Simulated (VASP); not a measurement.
A run of VASP 6.6.1 is set up as follows.

The input INCAR:

```
SYSTEM = MoS2
  ALGO = Normal
  EDIFF = 1E-7
  EDIFFG = -0.005
  ENCUT = 600
  GGA = PS
  IBRION = 2
  ISIF = 3
  ISMEAR = 0
  IVDW = 12
  KPAR = 4
  LASPH = .TRUE.
  LATTICE_CONSTRAINTS = .TRUE. .TRUE. .FALSE.
  LCHARG = .FALSE.
  LREAL = .FALSE.
  LWAVE = .FALSE.
  NELM = 120
  NSW = 60
  PREC = Accurate
  SIGMA = 0.03
```

KPOINTS

```
k-points
0
G
  12 12 1
  0 0 0
```

File POSCAR:

```
MoS2
1.0
    3.1700000000      0.0000000000      0.0000000000
   -1.5850000000      2.7453005300      0.0000000000
    0.0000000000      0.0000000000     19.1200000000
S Mo
2 1
Direct
    0.6666670000      0.3333330000      0.4184100400
    0.6666670000      0.3333330000      0.5815899600
    0.3333330000      0.6666670000      0.5000000000
```

Potentials or basis: VASP PAW PBE potentials, release 64 (S, Mo_sv).

Launch:

```console
$ cat potpaw_PBE.64/S/POTCAR potpaw_PBE.64/Mo_sv/POTCAR > POTCAR
$ mpirun -np 4 vasp_std > vasp.out
```

(1) Predict the space group after relaxing (to 0.05 Å).

(2) Estimate the dispersion energy per atom.

(3) Estimate the relaxed volume.

Answers

(1) P-6m2 (No. 187).

(2) -0.250 eV.

(3) 53.62 Å³/atom.

Caveat: the PAW data sets were made with another functional, which shifts forces and pressure a little.
